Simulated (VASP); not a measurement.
Input:

```yaml
crystal:
  lattice:
    - [1.59204, -2.75750, 0.00000]
    - [1.59204, 2.75750, 0.00000]
    - [0.00000, 0.00000, 5.12575]
  atoms:
    - { symbol: Zr, position: [0.33333, 0.66667, 0.25000] }
    - { symbol: Zr, position: [0.66667, 0.33333, 0.75000] }
```

Level of theory: PBE GGA with D3 dispersion (zero damping), VASP's PBE PAW potentials (set 64) (plane waves; VASP). Settings: 520 eV cut-off, Gaussian smearing of 0.050 eV, potentials Zr_sv.

Predict the band gap (along the path) with the smallest direct gap where there is one.

```yaml
band gap (along the path): none (metal, semimetal or under 0.01 eV)
```

Only differences to runs with the same potentials and settings are physical.

The compound is Zr in the hcp structure. It was relaxed first.
